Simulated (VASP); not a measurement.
```
AuCu
1.0
    2.86324     0.00000     0.00000
    0.00000     2.86324     0.00000
    0.00000     0.00000     3.56816
Cu Au
1 1
Cartesian
  0.00000   0.00000   0.00000
  1.43162   1.43162   1.78408
```

Method: optB86b-vdW, VASP's PBE PAW potentials (set 64) (plane waves; VASP). Numerical set-up: 520 eV cut-off, Gaussian smearing of 0.050 eV, potentials Cu Au.

Unless said otherwise, spin-orbit coupling is left out, though it shifts the bands of the heavy elements here.

### Question
Estimate the band gap (along the path) with the smallest direct gap where there is one.

### Answer

- band gap (along the path) = none (metal, semimetal or under 0.01 eV)

The compound is CuAu in the L1_0 structure. It was relaxed first.
